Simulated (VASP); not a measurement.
# GW on AlN, part 3 of 4

Wanted: how far GW moves the Kohn-Sham levels of AlN. The cell is of the wurtzite type, one of the forms listed for this formula. The start is a cell from a database of measured crystal structures.

VASP 6.6.1, plane waves and PAW; the level of theory is named at each step.

So far, quasiparticle gap on the mesh (eV): step 4 (G0W0, ENCUTGW 70, bands in the sums 56) 5.41; step 6 (G0W0, ENCUTGW 85, bands in the sums 80) 5.51.

The database entry behind the starting cell differs from later determinations by our own check (inner coordinate u about 0.002 short), so it need not match the best structure at ambient conditions.

### Step 8. G0W0, ENCUTGW 100, bands in the sums 96

This step: G0W0 on PBE; plane waves and PAW (Al_GW, N_GW) (VASP 6.6.1).

ENCUTGW rises to 100 eV and the bands with it, to about the number of plane waves under that cutoff.

Contents of INCAR:

```
SYSTEM = AlN
PREC = Accurate
ENCUT = 450
ISMEAR = 0
SIGMA = 0.01
LREAL = .FALSE.
GGA = PE
NBANDS = 96
ALGO = EVGW0
NELMGW = 1
ENCUTGW = 100
NOMEGA = 64
PRECFOCK = Fast
NBANDSGW = 16
LWAVE = .FALSE.
LCHARG = .FALSE.
```

Contents of POSCAR:

```
AlN
1.0
    3.1130000000      0.0000000000      0.0000000000
   -1.5565000000      2.6959370820      0.0000000000
    0.0000000000      0.0000000000      4.9810000000
Al N
2 2
Direct
    0.6666666667      0.3333333333      0.5000000000
    0.3333333333      0.6666666667      0.0000000000
    0.6666666667      0.3333333333      0.8800000000
    0.3333333333      0.6666666667      0.3800000000
```

Contents of KPOINTS:

```
Automatic mesh
0
Gamma
3 3 2
0 0 0
```

PAW data sets: Al_GW and N_GW (PBE family, release 64).

The run is started by

```
$ mpirun -np 8 vasp_std
```

Log:

```text
[banner, memory and clock lines left out]
running    8 mpi-ranks, on    1 nodes
[...]
[... a notice as in an earlier step ...]

|                                                                             |
|           W    W    AA    RRRRR   N    N  II  N    N   GGGG   !!!           |
|           W    W   A  A   R    R  NN   N  II  NN   N  G    G  !!!           |
|           W    W  A    A  R    R  N N  N  II  N N  N  G       !!!           |
|           W WW W  AAAAAA  RRRRR   N  N N  II  N  N N  G  GGG   !            |
|           WW  WW  A    A  R   R   N   NN  II  N   NN  G    G                |
|           W    W  A    A  R    R  N    N  II  N    N   GGGG   !!!           |
|                                                                             |
|     The default for ENCUTGWSOFT is different in this version of VASP.       |
|     please manually set ENCUTGWSOFT =100 in the INCAR file.                 |
|                                                                             |

[...]
total number of BLAS operations          3.43 Gflops
NQ=   2    0.3333    0.0000    0.0000,
|.........|.........|.........|.........|.........|.........|.........|.........
 performed        123000 updates of chi_q(r,r)
 total number of BLAS operations          9.63 Gflops
NQ=   3    0.3333    0.3333    0.0000,
|.........|.........|.........|.........|.........|.........|.........|.........
 performed        179000 updates of chi_q(r,r)
 total number of BLAS operations         13.26 Gflops
NQ=   4    0.0000    0.0000    0.5000,
|.........|.........|.........|.........|.........|.........|.........|.........
 performed        222000 updates of chi_q(r,r)
 total number of BLAS operations         17.97 Gflops
NQ=   5    0.3333    0.0000    0.5000,
|.........|.........|.........|.........|.........|.........|.........|.........
 performed        302000 updates of chi_q(r,r)
 total number of BLAS operations         23.43 Gflops
NQ=   6    0.3333    0.3333    0.5000,
|.........|.........|.........|.........|.........|.........|.........|.........
 performed        358000 updates of chi_q(r,r)
 total number of BLAS operations         27.07 Gflops
 resolving degeneracies of screened two electron integrals

 calculate QP shifts <psi_nk| G(iteration)W_0 |psi_nk>: iteration 1
 entering main loop
[key lines of the parts left out:]
E-fermi :   7.2587
```

Wall time 3 s (8 MPI ranks of AMD EPYC 9R45, shared host); peak memory 0.87 GiB; 18 s of CPU time.

Parts of OUTCAR (step 8):

```text
 QP shifts <psi_nk| G(iteration)W_0 |psi_nk>: iteration 1
 for sc-GW calculations column KS-energies equals QP-energies in previous step
 and V_xc(KS)=  KS-energies - (<T + V_ion + V_H > + <T+V_H+V_ion>^1  + <V_x>^1)
 k-point   1 :       0.0000    0.0000    0.0000
  band No.  KS-energies  QP-energies   sigma(KS)   V_xc(KS)     V^pw_x(r,r')   Z            occupation Imag(sigma)
    ...
      5       4.3242       3.5906     -17.2503     -16.3009     -20.8602       0.7728       2.0000       0.0903
      6       4.9836       4.3467     -17.5884     -16.7703     -21.0827       0.7784       2.0000       0.0835
      7       4.9836       4.3467     -17.5884     -16.7703     -21.0827       0.7784       2.0000       0.0835
      8       5.1601       4.6061     -17.5748     -16.8649     -20.8913       0.7804       2.0000       0.0804
      9       9.3572      10.2010     -11.4425     -12.4922      -7.5066       0.8039       0.0000      -0.0779
     10      11.7862      12.6819      -9.8301     -10.9389      -5.4469       0.8078       0.0000      -0.0858
     11      15.7603      17.0198     -12.2643     -13.9333      -7.0646       0.7546       0.0000      -0.1565
     12      16.2733      17.1802      -8.7368      -9.8752      -3.8486       0.7967       0.0000      -0.1222
    ...

[... 1 part as in an earlier step ...]

[... 2 further parts left out ...]
[key lines of the parts left out:]
E-fermi :   7.2587
```

The gap is now 5.595 eV, +83 meV against the GW run before.

### Step 9. Empty bands

This step: PBE; plane waves and PAW (Al_GW, N_GW) (VASP 6.6.1).

The empty bands are made again, for the run that follows.

Contents of INCAR:

```
SYSTEM = AlN
PREC = Accurate
ENCUT = 450
ISMEAR = 0
SIGMA = 0.01
LREAL = .FALSE.
GGA = PE
NBANDS = 128
ALGO = Exact
NELM = 1
LWAVE = .TRUE.
LCHARG = .FALSE.
LOPTICS = .TRUE.
NEDOS = 1000
CSHIFT = 0.1
```

POSCAR is that of step 8.

KPOINTS is that of step 8.

The run is started by

```
$ mpirun -np 8 vasp_std
```

Log:

```text
[banner, memory and clock lines left out]
running    8 mpi-ranks, on    1 nodes
[...]
[... a notice as in an earlier step ...]

 LDA part: xc-table for (Slater+PW92), standard interpolation
 found WAVECAR, reading the header
  number of bands has changed, file:    16 present:   128
  trying to continue reading WAVECAR, but it might fail
 POSCAR, INCAR and KPOINTS ok, starting setup
[...]
reading WAVECAR
 random initialization beyond band           16
 the WAVECAR file was read successfully
 initial charge from wavefunction
 entering main loop
       N       E                     dE             d eps       ncg     rms          rms(c)
[... 1 cycle as in an earlier step ...]
   1 F= -.29629726E+02 E0= -.29629726E+02  d E =-.122004E-21
 writing wavefunctions
 optical routines
 imaginary and real dielectric function
 recalculating local potential from charge density
 direction            1
 direction            2
 direction            3
```

Wall time 2.4 s (8 MPI ranks); peak memory 0.87 GiB.

OUTCAR, selected parts (step 9):

```text
 POSITION                                       TOTAL-FORCE (eV/Angst)
 -----------------------------------------------------------------------------------
      1.55650      0.89865      2.49050         0.000000     -0.000000     -0.198875
     -0.00000      1.79729      0.00000        -0.000000     -0.000000     -0.198875
      1.55650      0.89865      4.38328        -0.000000      0.000000      0.198875
     -0.00000      1.79729      1.89278         0.000000     -0.000000      0.198875
 -----------------------------------------------------------------------------------
    total drift:                               -0.000000     -0.000000     -0.000209

[... 4 parts as in an earlier step ...]

[... 2 further parts left out ...]
[key lines of the parts left out:]
E-fermi :   5.2253
```

WAVECAR now holds 128 bands for 16 electrons.

### Step 10. G0W0, ENCUTGW 120, bands in the sums 128

This step: G0W0 on PBE; plane waves and PAW (Al_GW, N_GW) (VASP 6.6.1).

ENCUTGW rises to 120 eV and the bands with it, to about the number of plane waves under that cutoff.

Contents of INCAR:

```
SYSTEM = AlN
PREC = Accurate
ENCUT = 450
ISMEAR = 0
SIGMA = 0.01
LREAL = .FALSE.
GGA = PE
NBANDS = 128
ALGO = EVGW0
NELMGW = 1
ENCUTGW = 120
NOMEGA = 64
PRECFOCK = Fast
NBANDSGW = 16
LWAVE = .FALSE.
LCHARG = .FALSE.
```

POSCAR is that of step 9.

KPOINTS is that of step 9.

The run is started by

```
$ mpirun -np 8 vasp_std
```

Log:

```text
[banner, memory and clock lines left out]
running    8 mpi-ranks, on    1 nodes
[...]
[... a notice as in an earlier step ...]

|                                                                             |
|           W    W    AA    RRRRR   N    N  II  N    N   GGGG   !!!           |
|           W    W   A  A   R    R  NN   N  II  NN   N  G    G  !!!           |
|           W    W  A    A  R    R  N N  N  II  N N  N  G       !!!           |
|           W WW W  AAAAAA  RRRRR   N  N N  II  N  N N  G  GGG   !            |
|           WW  WW  A    A  R   R   N   NN  II  N   NN  G    G                |
|           W    W  A    A  R    R  N    N  II  N    N   GGGG   !!!           |
|                                                                             |
|     The default for ENCUTGWSOFT is different in this version of VASP.       |
|     please manually set ENCUTGWSOFT =120 in the INCAR file.                 |
|                                                                             |

[...]
total number of BLAS operations          8.62 Gflops
NQ=   2    0.3333    0.0000    0.0000,
|.........|.........|.........|.........|.........|.........|.........|.........
 performed        167000 updates of chi_q(r,r)
 total number of BLAS operations         23.04 Gflops
NQ=   3    0.3333    0.3333    0.0000,
|.........|.........|.........|.........|.........|.........|.........|.........
 performed        242000 updates of chi_q(r,r)
 total number of BLAS operations         33.09 Gflops
NQ=   4    0.0000    0.0000    0.5000,
|.........|.........|.........|.........|.........|.........|.........|.........
 performed        301000 updates of chi_q(r,r)
 total number of BLAS operations         39.46 Gflops
NQ=   5    0.3333    0.0000    0.5000,
|.........|.........|.........|.........|.........|.........|.........|.........
 performed        409000 updates of chi_q(r,r)
 total number of BLAS operations         52.78 Gflops
NQ=   6    0.3333    0.3333    0.5000,
|.........|.........|.........|.........|.........|.........|.........|.........
 performed        484000 updates of chi_q(r,r)
 total number of BLAS operations         60.63 Gflops
 resolving degeneracies of screened two electron integrals

 calculate QP shifts <psi_nk| G(iteration)W_0 |psi_nk>: iteration 1
 entering main loop
[key lines of the parts left out:]
E-fermi :   7.2587
```

Wall time 4 s (8 MPI ranks); peak memory 0.92 GiB; 24 s of CPU time.

OUTCAR, selected parts (step 10):

```text
 QP shifts <psi_nk| G(iteration)W_0 |psi_nk>: iteration 1
 for sc-GW calculations column KS-energies equals QP-energies in previous step
 and V_xc(KS)=  KS-energies - (<T + V_ion + V_H > + <T+V_H+V_ion>^1  + <V_x>^1)
 k-point   1 :       0.0000    0.0000    0.0000
  band No.  KS-energies  QP-energies   sigma(KS)   V_xc(KS)     V^pw_x(r,r')   Z            occupation Imag(sigma)
    ...
      5       4.3242       3.4729     -17.4044     -16.3009     -20.8602       0.7715       2.0000       0.0867
      6       4.9836       4.2220     -17.7502     -16.7703     -21.0827       0.7772       2.0000       0.0802
      7       4.9836       4.2220     -17.7502     -16.7703     -21.0827       0.7772       2.0000       0.0802
      8       5.1601       4.4819     -17.7358     -16.8649     -20.8913       0.7788       2.0000       0.0775
      9       9.3572      10.1470     -11.5076     -12.4922      -7.5066       0.8023       0.0000      -0.0769
     10      11.7862      12.6266      -9.8976     -10.9389      -5.4469       0.8072       0.0000      -0.0854
     11      15.7603      16.9209     -12.3935     -13.9333      -7.0646       0.7537       0.0000      -0.1545
     12      16.2733      17.1165      -8.8163      -9.8752      -3.8486       0.7963       0.0000      -0.1221
    ...

[... 1 part as in an earlier step ...]

[... 2 further parts left out ...]
[key lines of the parts left out:]
E-fermi :   7.2587
```

The gap is now 5.665 eV, +70 meV against the GW run before.

### Step 11. Empty bands

This step: PBE; plane waves and PAW (Al_GW, N_GW) (VASP 6.6.1).

The empty bands are made again, for the run that follows.

Contents of INCAR:

```
SYSTEM = AlN
PREC = Accurate
ENCUT = 450
ISMEAR = 0
SIGMA = 0.01
LREAL = .FALSE.
GGA = PE
NBANDS = 160
ALGO = Exact
NELM = 1
LWAVE = .TRUE.
LCHARG = .FALSE.
LOPTICS = .TRUE.
NEDOS = 1000
CSHIFT = 0.1
```

POSCAR is that of step 10.

KPOINTS is that of step 10.

The run is started by

```
$ mpirun -np 8 vasp_std
```

Log:

```text
[banner, memory and clock lines left out]
running    8 mpi-ranks, on    1 nodes
[...]
[... a notice as in an earlier step ...]

 LDA part: xc-table for (Slater+PW92), standard interpolation
 found WAVECAR, reading the header
  number of bands has changed, file:    16 present:   160
  trying to continue reading WAVECAR, but it might fail
 POSCAR, INCAR and KPOINTS ok, starting setup
[...]
reading WAVECAR
 random initialization beyond band           16
 the WAVECAR file was read successfully
 initial charge from wavefunction
 entering main loop
       N       E                     dE             d eps       ncg     rms          rms(c)
[... 1 cycle as in an earlier step ...]
   1 F= -.29629726E+02 E0= -.29629726E+02  d E =-.779750E-44
 writing wavefunctions
 optical routines
 imaginary and real dielectric function
 recalculating local potential from charge density
 direction            1
 direction            2
 direction            3
```

Elapsed: 2.4 s, on 8 MPI ranks; peak memory 0.87 GiB; 13 s of CPU time.

OUTCAR, selected parts (step 11):

```text
  Total        0.3810059      0.3810059      0.2839346      0.0000000     -0.0000000      0.0000000
  in kB       14.6028253     14.6028253     10.8823713      0.0000000     -0.0000000      0.0000000
  external PRESSURE =      13.3626739 kB  Pullay stress =       0.0000000 kB

 POSITION                                       TOTAL-FORCE (eV/Angst)
 -----------------------------------------------------------------------------------
      1.55650      0.89865      2.49050         0.000000      0.000000     -0.198875
     -0.00000      1.79729      0.00000         0.000000     -0.000000     -0.198875
      1.55650      0.89865      4.38328        -0.000000      0.000000      0.198875
     -0.00000      1.79729      1.89278         0.000000      0.000000      0.198875
 -----------------------------------------------------------------------------------
    total drift:                               -0.000000     -0.000000     -0.000209

[... 3 parts as in an earlier step ...]

[... 2 further parts left out ...]
[key lines of the parts left out:]
E-fermi :   5.2568
```

WAVECAR now holds 160 bands for 16 electrons.

### Step 12. G0W0, ENCUTGW 140, bands in the sums 160

This step: G0W0 on PBE; plane waves and PAW (Al_GW, N_GW) (VASP 6.6.1).

ENCUTGW rises to 140 eV and the bands with it, to about the number of plane waves under that cutoff.

Contents of INCAR:

```
SYSTEM = AlN
PREC = Accurate
ENCUT = 450
ISMEAR = 0
SIGMA = 0.01
LREAL = .FALSE.
GGA = PE
NBANDS = 160
ALGO = EVGW0
NELMGW = 1
ENCUTGW = 140
NOMEGA = 64
PRECFOCK = Fast
NBANDSGW = 16
LWAVE = .FALSE.
LCHARG = .FALSE.
```

POSCAR is that of step 11.

KPOINTS is that of step 11.

The run is started by

```
$ mpirun -np 8 vasp_std
```

Log:

```text
[banner, memory and clock lines left out]
running    8 mpi-ranks, on    1 nodes
[...]
[... a notice as in an earlier step ...]

|                                                                             |
|           W    W    AA    RRRRR   N    N  II  N    N   GGGG   !!!           |
|           W    W   A  A   R    R  NN   N  II  NN   N  G    G  !!!           |
|           W    W  A    A  R    R  N N  N  II  N N  N  G       !!!           |
|           W WW W  AAAAAA  RRRRR   N  N N  II  N  N N  G  GGG   !            |
|           WW  WW  A    A  R   R   N   NN  II  N   NN  G    G                |
|           W    W  A    A  R    R  N    N  II  N    N   GGGG   !!!           |
|                                                                             |
|     The default for ENCUTGWSOFT is different in this version of VASP.       |
|     please manually set ENCUTGWSOFT =140 in the INCAR file.                 |
|                                                                             |

[...]
total number of BLAS operations         12.88 Gflops
NQ=   2    0.3333    0.0000    0.0000,
|.........|.........|.........|.........|.........|.........|.........|.........
 performed        209000 updates of chi_q(r,r)
 total number of BLAS operations         39.68 Gflops
NQ=   3    0.3333    0.3333    0.0000,
|.........|.........|.........|.........|.........|.........|.........|.........
 performed        303000 updates of chi_q(r,r)
 total number of BLAS operations         58.89 Gflops
NQ=   4    0.0000    0.0000    0.5000,
|.........|.........|.........|.........|.........|.........|.........|.........
 performed        377000 updates of chi_q(r,r)
 total number of BLAS operations         70.91 Gflops
NQ=   5    0.3333    0.0000    0.5000,
|.........|.........|.........|.........|.........|.........|.........|.........
 performed        512000 updates of chi_q(r,r)
 total number of BLAS operations         98.75 Gflops
NQ=   6    0.3333    0.3333    0.5000,
|.........|.........|.........|.........|.........|.........|.........|.........
 performed        606000 updates of chi_q(r,r)
 total number of BLAS operations        118.69 Gflops
 resolving degeneracies of screened two electron integrals

 calculate QP shifts <psi_nk| G(iteration)W_0 |psi_nk>: iteration 1
 entering main loop
[key lines of the parts left out:]
E-fermi :   7.2587
```

Wall time 4.6 s (8 MPI ranks); peak memory 1.1 GiB; 30 s of CPU time.

Parts of OUTCAR (step 12):

```text
 QP shifts <psi_nk| G(iteration)W_0 |psi_nk>: iteration 1
 for sc-GW calculations column KS-energies equals QP-energies in previous step
 and V_xc(KS)=  KS-energies - (<T + V_ion + V_H > + <T+V_H+V_ion>^1  + <V_x>^1)
 k-point   1 :       0.0000    0.0000    0.0000
  band No.  KS-energies  QP-energies   sigma(KS)   V_xc(KS)     V^pw_x(r,r')   Z            occupation Imag(sigma)
    ...
      5       4.3242       3.3878     -17.5149     -16.3009     -20.8602       0.7714       2.0000       0.0879
      6       4.9836       4.1343     -17.8660     -16.7703     -21.0827       0.7751       2.0000       0.0815
      7       4.9836       4.1343     -17.8660     -16.7703     -21.0827       0.7751       2.0000       0.0815
      8       5.1601       4.3921     -17.8518     -16.8649     -20.8913       0.7783       2.0000       0.0791
      9       9.3572      10.1070     -11.5574     -12.4922      -7.5066       0.8022       0.0000      -0.0768
     10      11.7862      12.5938      -9.9375     -10.9389      -5.4469       0.8065       0.0000      -0.0849
     11      15.7603      16.8530     -12.4828     -13.9333      -7.0646       0.7533       0.0000      -0.1547
     12      16.2733      17.0813      -8.8604      -9.8752      -3.8486       0.7962       0.0000      -0.1224
    ...

[... 1 part as in an earlier step ...]

[... 2 further parts left out ...]
[key lines of the parts left out:]
E-fermi :   7.2587
```

The gap is now 5.715 eV, +50 meV against the GW run before.

### Step 13. Empty bands

This step: PBE; plane waves and PAW (Al_GW, N_GW) (VASP 6.6.1).

The empty bands are made again, for the run that follows.

Contents of INCAR:

```
SYSTEM = AlN
PREC = Accurate
ENCUT = 450
ISMEAR = 0
SIGMA = 0.01
LREAL = .FALSE.
GGA = PE
NBANDS = 208
ALGO = Exact
NELM = 1
LWAVE = .TRUE.
LCHARG = .FALSE.
LOPTICS = .TRUE.
NEDOS = 1000
CSHIFT = 0.1
```

POSCAR is that of step 12.

KPOINTS is that of step 12.

The run is started by

```
$ mpirun -np 8 vasp_std
```

Log:

```text
[banner, memory and clock lines left out]
running    8 mpi-ranks, on    1 nodes
[...]
[... a notice as in an earlier step ...]

 LDA part: xc-table for (Slater+PW92), standard interpolation
 found WAVECAR, reading the header
  number of bands has changed, file:    16 present:   208
  trying to continue reading WAVECAR, but it might fail
 POSCAR, INCAR and KPOINTS ok, starting setup
[...]
reading WAVECAR
 random initialization beyond band           16
 the WAVECAR file was read successfully
 initial charge from wavefunction
 entering main loop
       N       E                     dE             d eps       ncg     rms          rms(c)
[... 1 cycle as in an earlier step ...]
   1 F= -.29629726E+02 E0= -.29629726E+02  d E =-.129257E-33
 writing wavefunctions
 optical routines
 imaginary and real dielectric function
 recalculating local potential from charge density
 direction            1
 direction            2
 direction            3
```

Wall time 2.6 s (8 MPI ranks); peak memory 0.86 GiB.

From OUTCAR (step 13):

```text
 POSITION                                       TOTAL-FORCE (eV/Angst)
 -----------------------------------------------------------------------------------
      1.55650      0.89865      2.49050         0.000000     -0.000000     -0.198875
     -0.00000      1.79729      0.00000        -0.000000      0.000000     -0.198875
      1.55650      0.89865      4.38328        -0.000000     -0.000000      0.198875
     -0.00000      1.79729      1.89278         0.000000      0.000000      0.198875
 -----------------------------------------------------------------------------------
    total drift:                               -0.000000     -0.000000     -0.000209

[... 4 parts as in an earlier step ...]

[... 2 further parts left out ...]
[key lines of the parts left out:]
E-fermi :   5.2438
```

WAVECAR now holds 208 bands for 16 electrons.

[end of part 3 of 4]

[Lines on the potential files, build, host, timing and source positions are cut from VASP's logs without a mark.]

[Logs are printed without paths, hosts, clocks, repeated set-up lines and the standing remarks that a program may print on its own settings, such as how far it seeks lower states.]

[Hosts, paths, dates, database ids (printed as entryN), source tags and the programs' standing remarks are cut or masked in the printed files.]

[Pressures printed for these runs are not shown converged in the cutoff: they can be off by several GPa and have the wrong sign.]
